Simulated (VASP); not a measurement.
Here is the system:

```
PbS
1.0
    4.99714     0.00000     0.00000
   -2.49857     4.32765     0.00000
    0.00000     0.00000     5.99456
Pb S
2 2
Direct
  0.33333   0.66667   0.25000
  0.66667   0.33333   0.75000
  0.33333   0.66667   0.75000
  0.66667   0.33333   0.25000
```

Method: r2SCAN meta-GGA, VASP's PBE PAW potentials (set 64) (plane waves; VASP). Numerical set-up: 400 eV cut-off, 6×6×4 Γ-centred mesh, tetrahedra with Blöchl corrections, potentials Pb_d S.

The cores are frozen, which limits the accuracy of field gradients.

### Question
Give the principal components of the electric field gradient (V/Å²) and the asymmetry η at each nucleus.

### Answer

```csv
atom,Vxx,Vyy,Vzz,η
Pb1,-20.4,-20.4,40.8,0.00
Pb2,-20.4,-20.4,40.8,0.00
S3,4.0,4.0,-8.1,0.00
S4,4.0,4.0,-8.1,0.00
```

The structure was generated: PbS was put into the h-BN type (P6_3/mmc), which need not be its known phase. It was relaxed first, which changed the volume by -38 %.
